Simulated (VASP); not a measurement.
The system is GaBiSe3.

```xyz
5
Lattice="5.3447 0.0000 0.0000 0.0000 5.3447 0.0000 0.0000 0.0000 4.7411" Properties=species:S:1:pos:R:3 pbc="T T T"
Ga    0.0000    0.0000    0.0000
Bi    2.6724    2.6724    2.3705
Se    2.6724    0.0000    2.3705
Se    0.0000    2.6724    2.3705
Se    2.6724    2.6724    0.0000
```

The cell was built by a generator and needn't be a form met in nature.

| Item | Value |
| --- | --- |
| Program | VASP 6.6.1 |
| Task | relaxation of cell and atoms |
| Functional | PBE |
| Potentials or basis | VASP PAW PBE potentials, release 64 (Ga_d, Bi_d, Se) |
| Cutoff | 520 eV |
| k mesh | 3 × 3 × 3 |
| Occupations | gaussian, width 0.15 eV |
| Spin | no spin polarisation |

At the start: pressure 15.0 GPa; volume 27.09 Å³/atom.

**Question.** Where does the relaxation end?

**Answer.** Over 7 steps the energy falls by 446.2 meV/atom and the volume is 35.36 Å³/atom (+30.5 %); space group Pm-3m (No. 221, to 0.05 Å).

The path:
| step | energy change (eV) | largest force (eV/Å) | pressure (GPa) | volume (Å³) |
| --- | --- | --- | --- | --- |
| 1 | 0.0000 | 0.0000 | 15.01 | 135.43 |
| 2 | -2.0470 | 0.0000 | -1.80 | 189.32 |
| 3 | -2.2176 | 0.0000 | 0.83 | 171.57 |
| 4 | -2.2192 | 0.0000 | 0.60 | 173.55 |
| 5 | -2.2309 | 0.0000 | -0.19 | 176.90 |
| 6 | -2.2310 | 0.0000 | -0.16 | 176.73 |
| 7 | -2.2310 | 0.0000 | -0.11 | 176.80 |

Final structure:
```
Ga Bi Se
1.0
     5.60501    0.00000    0.00000
     0.00000    5.60501    0.00000
     0.00000    0.00000    5.62757
Ga Bi Se
1 1 3
Direct
  0.00000 0.00000 0.00000
  0.50000 0.50000 0.50000
  0.50000 0.00000 0.50000
  0.00000 0.50000 0.50000
  0.50000 0.50000 0.00000
```

Caveat: the k mesh is coarse (spacing up to 0.44 Å⁻¹), so the values aren't converged; the volume moved by over 15 % at a fixed basis, so the end points are rough.
